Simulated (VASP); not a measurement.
G0W0@PBE gap of C (diamond) on a 4×4×4 Γ-centred mesh, against ENCUTGW, at NBANDS = 192 and NOMEGA = 64; VASP with its GW potentials, 500 eV. The gap is the smallest on this mesh. Fit it as a straight line in ENCUTGW^(−3/2).

```json
[
 {"ENCUTGW": "120", "gap (eV)": "5.685"},
 {"ENCUTGW": "160", "gap (eV)": "5.790"},
 {"ENCUTGW": "200", "gap (eV)": "5.852"},
 {"ENCUTGW": "250", "gap (eV)": "5.898"}
]
```

Problem. Fit the rows as the text says and predict the value at 300.

Solution. The intercept, the limit in ENCUTGW alone, is 6.001 eV. The line misses the rows by up to 0.004 and gives 5.920 at 300. The run gave 5.925, +0.005 from the line.

Left out are failed runs, those that VASP or the mesh makes unfit, and the lowest settings.

The compound is C in the diamond structure. The cell was not relaxed at this level.
